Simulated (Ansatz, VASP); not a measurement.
# BaTiO3: VASP beside Ansatz, part 3 of 3

Wanted: the spread between two codes on one cell, functional and k mesh. The cell is taken from a series of runs on this material, whose earlier steps may have relaxed, scaled, displaced or heated it; both programs get it as it stands.

VASP 6.6.1 and Ansatz 0.2.0.

So far: Starting point; Ansatz: zone-centre phonons, LDA; VASP: zone-centre phonons, LDA.

### 3. VASP: zone-centre phonons, LDA (continued)

Level of this step: LDA, no spin polarisation; plane waves and PAW (O, Ti_sv, Ba_sv) (VASP).

Numbers of over 12 decimals in the logs are rounded to 6 here.

OUTCAR, selected parts (step 3):

```text
ion  position               nearest neighbor table
   1  0.500  0.500  0.044-   4 1.80   5 2.68   5 2.68   5 2.68   5 2.68
   2  0.500  0.000  0.527-   4 1.90   4 1.90   5 2.71   5 2.71   5 3.00   5 3.00
   3  0.000  0.500  0.527-   4 1.90   4 1.90   5 2.71   5 2.71   5 3.00   5 3.00
   4  0.500  0.500  0.465-   1 1.80   2 1.90   3 1.90   2 1.90   3 1.90   5 3.37   5 3.37   5 3.37
                             5 3.37   5 3.46   5 3.46   5 3.46   5 3.46
   5  0.000  0.000  0.981-   1 2.68   1 2.68   1 2.68   1 2.68   3 2.71   3 2.71   2 2.71   2 2.71
                             2 3.00   3 3.00   3 3.00   2 3.00   4 3.37   4 3.37   4 3.37   4 3.37

  LATTYP: Found a simple tetragonal cell.
 ALAT       =     3.7698919158
 C/A-ratio  =     1.1336754913

 Subroutine GETGRP returns: Found  8 space group operations
 (whereof  8 operations were pure point group operations)

The static configuration has the point symmetry C_4v.

 Found     75 irreducible k-points:

   k-points           NKPTS =     75   k-points in BZ     NKDIM =     75   number of bands    NBANDS=     26

   dimension x,y,z NGX =    30 NGY =   30 NGZ =   36
   dimension x,y,z NGXF=    60 NGYF=   60 NGZF=   72

   ENCUT  =  600.0 eV  44.10 Ry    6.64 a.u.   7.53  7.53  8.54*2*pi/ulx,y,z

   NELECT =      40.0000    total number of electrons

 k-points in reciprocal lattice and weights: Automatic mesh
   0.00000000  0.00000000  0.00000000       0.002
   0.12500000  0.00000000  0.00000000       0.008
   0.25000000  0.00000000  0.00000000       0.008
   0.37500000  0.00000000  0.00000000       0.008
   0.50000000  0.00000000  0.00000000       0.004
   0.12500000  0.12500000  0.00000000       0.008
   0.25000000  0.12500000  0.00000000       0.016
   0.37500000  0.12500000  0.00000000       0.016
   0.50000000  0.12500000  0.00000000       0.008
[...]
2     0.00000     2.76137     0.00000
    3     0.00000     0.00000     2.92019

 Eigenvectors and eigenvalues of the dynamical matrix
 ----------------------------------------------------

   1 f  =   18.825447 THz   118.283772 2PiTHz  627.949319 cm-1    77.855758 meV
             X         Y         Z           dx          dy          dz
      1.884946  1.884946  0.186618    -0.000000   -0.000000    0.903354
      1.884946  0.000000  2.251102    -0.000000   -0.000000   -0.158525
      0.000000  1.884946  2.251102     0.000000   -0.000000   -0.158525
      1.884946  1.884946  1.985627    -0.000000   -0.000000   -0.365316
      0.000000  0.000000  4.193911     0.000000    0.000000    0.015318

   2 f  =   17.338288 THz   108.939679 2PiTHz  578.343049 cm-1    71.705367 meV
             X         Y         Z           dx          dy          dz
      1.884946  1.884946  0.186618     0.017942   -0.193413    0.000000
      1.884946  0.000000  2.251102     0.036976    0.874908    0.000000
      0.000000  1.884946  2.251102    -0.081159   -0.398604   -0.000000
      1.884946  1.884946  1.985627     0.015982   -0.172291   -0.000000
      0.000000  0.000000  4.193911    -0.000480    0.005177   -0.000000

   3 f  =   17.338288 THz   108.939679 2PiTHz  578.343049 cm-1    71.705367 meV
             X         Y         Z           dx          dy          dz
      1.884946  1.884946  0.186618    -0.193413   -0.017942   -0.000000
      1.884946  0.000000  2.251102    -0.398604    0.081159   -0.000000
      0.000000  1.884946  2.251102     0.874908   -0.036976    0.000000
      1.884946  1.884946  1.985627    -0.172291   -0.015982    0.000000
      0.000000  0.000000  4.193911     0.005177    0.000480   -0.000000

   4 f  =   11.721082 THz    73.645729 2PiTHz  390.973206 cm-1    48.474478 meV
             X         Y         Z           dx          dy          dz
      1.884946  1.884946  0.186618    -0.000000   -0.000000    0.084311
      1.884946  0.000000  2.251102     0.000000   -0.000000   -0.525073
      0.000000  1.884946  2.251102    -0.000000   -0.000000   -0.525073
      1.884946  1.884946  1.985627    -0.000000   -0.000000    0.661615
      0.000000  0.000000  4.193911     0.000000    0.000000   -0.061266

   5 f  =   10.535860 THz    66.198763 2PiTHz  351.438471 cm-1    43.572797 meV
             X         Y         Z           dx          dy          dz
      1.884946  1.884946  0.186618     0.930355    0.091061    0.000000
      1.884946  0.000000  2.251102    -0.207181    0.006083   -0.000000
      0.000000  1.884946  2.251102     0.062149   -0.020278   -0.000000
      1.884946  1.884946  1.985627    -0.253062   -0.024769    0.000000
      0.000000  0.000000  4.193911    -0.118845   -0.011632    0.000000

   6 f  =   10.535860 THz    66.198763 2PiTHz  351.438471 cm-1    43.572797 meV
             X         Y         Z           dx          dy          dz
      1.884946  1.884946  0.186618     0.091061   -0.930355   -0.000000
      1.884946  0.000000  2.251102    -0.020278   -0.062149   -0.000000
      0.000000  1.884946  2.251102     0.006083    0.207181    0.000000
      1.884946  1.884946  1.985627    -0.024769    0.253062   -0.000000
      0.000000  0.000000  4.193911    -0.011632    0.118845    0.000000

   7 f  =    8.185751 THz    51.432588 2PiTHz  273.047248 cm-1    33.853529 meV
             X         Y         Z           dx          dy          dz
      1.884946  1.884946  0.186618     0.000000   -0.000000   -0.000000
      1.884946  0.000000  2.251102    -0.000000   -0.000000    0.707107
      0.000000  1.884946  2.251102     0.000000   -0.000000   -0.707107
      1.884946  1.884946  1.985627     0.000000   -0.000000   -0.000000
      0.000000  0.000000  4.193911    -0.000000    0.000000    0.000000

   8 f  =    7.330399 THz    46.058258 2PiTHz  244.515807 cm-1    30.316083 meV
             X         Y         Z           dx          dy          dz
      1.884946  1.884946  0.186618    -0.004384   -0.000371   -0.000000
      1.884946  0.000000  2.251102     0.766904    0.019631    0.000000
      0.000000  1.884946  2.251102     0.231710    0.064975   -0.000000
      1.884946  1.884946  1.985627    -0.592365   -0.050188   -0.000000
      0.000000  0.000000  4.193911     0.011267    0.000955   -0.000000

   9 f  =    7.330399 THz    46.058258 2PiTHz  244.515807 cm-1    30.316083 meV
             X         Y         Z           dx          dy          dz
      1.884946  1.884946  0.186618    -0.000371    0.004384   -0.000000
      1.884946  0.000000  2.251102     0.064975   -0.231710   -0.000000
      0.000000  1.884946  2.251102     0.019631   -0.766904    0.000000
      1.884946  1.884946  1.985627    -0.050188    0.592365   -0.000000
      0.000000  0.000000  4.193911     0.000955   -0.011267    0.000000

  10 f  =    5.913115 THz    37.153199 2PiTHz  197.240293 cm-1    24.454669 meV
             X         Y         Z           dx          dy          dz
      1.884946  1.884946  0.186618    -0.126391    0.061593    0.000000
      1.884946  0.000000  2.251102    -0.331371    0.139622    0.000000
      0.000000  1.884946  2.251102    -0.286508    0.161484   -0.000000
      1.884946  1.884946  1.985627    -0.529384    0.257980    0.000000
      0.000000  0.000000  4.193911     0.565665   -0.275661   -0.000000

  11 f  =    5.913115 THz    37.153199 2PiTHz  197.240293 cm-1    24.454669 meV
             X         Y         Z           dx          dy          dz
      1.884946  1.884946  0.186618     0.061593    0.126391   -0.000000
      1.884946  0.000000  2.251102     0.161484    0.286508    0.000000
      0.000000  1.884946  2.251102     0.139622    0.331371   -0.000000
      1.884946  1.884946  1.985627     0.257980    0.529384    0.000000
      0.000000  0.000000  4.193911    -0.275661   -0.565665    0.000000

  12 f  =    5.535920 THz    34.783208 2PiTHz  184.658400 cm-1    22.894713 meV
             X         Y         Z           dx          dy          dz
      1.884946  1.884946  0.186618     0.000000   -0.000000    0.328774
      1.884946  0.000000  2.251102     0.000000   -0.000000    0.361380
      0.000000  1.884946  2.251102     0.000000   -0.000000    0.361380
      1.884946  1.884946  1.985627     0.000000   -0.000000    0.472599
      0.000000  0.000000  4.193911    -0.000000    0.000000   -0.638253

  13 f/i=    0.004692 THz     0.029481 2PiTHz    0.156508 cm-1     0.019405 meV
             X         Y         Z           dx          dy          dz
      1.884946  1.884946  0.186618    -0.000000    0.000000   -0.262202
      1.884946  0.000000  2.251102    -0.000000    0.000000   -0.261864
      0.000000  1.884946  2.251102    -0.000000    0.000000   -0.261864
      1.884946  1.884946  1.985627    -0.000000    0.000000   -0.453276
      0.000000  0.000000  4.193911    -0.000000    0.000000   -0.767232

  14 f/i=    0.007098 THz     0.044596 2PiTHz    0.236752 cm-1     0.029353 meV
             X         Y         Z           dx          dy          dz
      1.884946  1.884946  0.186618     0.260935   -0.023298   -0.000000
      1.884946  0.000000  2.251102     0.260051   -0.023258   -0.000000
      0.000000  1.884946  2.251102     0.260486   -0.023219   -0.000000
      1.884946  1.884946  1.985627     0.451184   -0.040285   -0.000000
      0.000000  0.000000  4.193911     0.764825   -0.068289   -0.000000

  15 f/i=    0.007098 THz     0.044596 2PiTHz    0.236752 cm-1     0.029353 meV
             X         Y         Z           dx          dy          dz
      1.884946  1.884946  0.186618     0.023298    0.260935    0.000000
      1.884946  0.000000  2.251102     0.023219    0.260486    0.000000
      0.000000  1.884946  2.251102     0.023258    0.260051    0.000000
      1.884946  1.884946  1.985627     0.040285    0.451184    0.000000
      0.000000  0.000000  4.193911     0.068289    0.764825    0.000000

 MACROSCOPIC STATIC DIELECTRIC TENSOR IONIC CONTRIBUTION
 ------------------------------------------------------
          31.253542     0.000000     0.000000
           0.000000    31.253542    -0.000000
           0.000000    -0.000000    11.030767
 ------------------------------------------------------

 ELASTIC MODULI CONTR FROM IONIC RELAXATION (kBar)
 Direction    XX          YY          ZZ          XY          YZ          ZX
 --------------------------------------------------------------------------------
 XX        -536.4940    358.8142      8.4786      0.0000      0.0000      0.0000
 YY         358.8142   -536.4940      8.4786      0.0000      0.0000     -0.0000
 ZZ           8.4786      8.4786  -2254.6449      0.0000      0.0000     -0.0000
 XY           0.0000      0.0000      0.0000      0.0000      0.0000      0.0000
 YZ           0.0000      0.0000      0.0000      0.0000    -79.0193     -0.0000
 ZX           0.0000     -0.0000     -0.0000      0.0000     -0.0000    -60.9896
 --------------------------------------------------------------------------------

 PIEZOELECTRIC TENSOR IONIC CONTR  for field in x, y, z        (C/m^2)
          XX          YY          ZZ          XY          YZ          ZX
  --------------------------------------------------------------------------------
  x     0.00000    -0.00000    -0.00000     0.00000     0.00000    -0.91723
  y     0.00000    -0.00000     0.00000     0.00000    -0.98273    -0.00000
  z     0.33667     0.33667    -3.85916     0.00000     0.00000    -0.00000
```

### 4. Side by side

Known differences besides the potentials themselves: the two LDA forms differ slightly; fixed occupations in Ansatz, narrow Gaussian smearing in VASP; VASP's response is taken on the typed mesh, Ansatz refines its own for the field response alone; the cutoff is 420 eV in Ansatz and 600 eV in VASP; VASP's log shows a relativistic correction to its local exchange, Ansatz's none. Total energies have different zeros and are not compared.

Both answers:

| quantity | Ansatz | VASP | difference |
| --- | --- | --- | --- |
| ε∞ xx | 6.12 | 6.16 | -0.62 % |
| ε∞ yy | 6.12 | 6.16 | -0.62 % |
| ε∞ zz | 5.13 | 5.14 | -0.19 % |
| Born charge of O1 (mean of the diagonal) (e) | -2.58 | -2.56 | -0.02 |
| Born charge of Ti4 (mean of the diagonal) (e) | 6.07 | 6.09 | -0.02 |
| Born charge of Ba5 (mean of the diagonal) (e) | 2.84 | 2.81 | +0.03 |
| optical mode 1 (cm⁻¹) | 171.6 | 184.7 | -7.09 % |
| optical mode 2 to 3 (cm⁻¹) | 186.9 | 197.2 | -5.22 % |
| optical mode 4 to 5 (cm⁻¹) | 230.3 | 244.5 | -5.83 % |
| optical mode 6 (cm⁻¹) | 262.6 | 273.0 | -3.83 % |
| optical mode 7 to 8 (cm⁻¹) | 337.1 | 351.4 | -4.07 % |
| optical mode 9 (cm⁻¹) | 386.6 | 391.0 | -1.12 % |
| optical mode 10 to 11 (cm⁻¹) | 565.2 | 578.3 | -2.27 % |
| optical mode 12 (cm⁻¹) | 615.1 | 627.9 | -2.05 % |

Modes are paired by rising frequency, not by their patterns, so a pair may set unlike modes beside each other; they are those without the splitting of longitudinal modes.

### 5. What came out

| Property | Result |
| --- | --- |
| r.m.s. difference of the optical zone-centre modes, each program's sorted by frequency (zone-centre phonons, LDA) | 12 cm⁻¹ |
| difference in optical mode 1 (zone-centre phonons, LDA) | -7.1 % |

The r.m.s. difference of the optical zone-centre modes, each program's sorted by frequency is 12 cm⁻¹ (zone-centre phonons, LDA). Among the rows given in per cent, the largest difference of the zone-centre phonons, LDA pair is in optical mode 1, -7.1 %. What causes the difference of the zone-centre phonons, LDA pair stays open here. How closely two codes agree says nothing of how well the functional describes the real material.

[Lines on the potential files, build, host, timing and source positions are cut from VASP's logs without a mark.]

[Logs are printed without paths, hosts, clocks, repeated set-up lines and the standing remarks that a program may print on its own settings, such as how far it seeks lower states.]

[Hosts, paths, dates, database ids (printed as entryN), source tags and the programs' standing remarks are cut or masked in the printed files.]
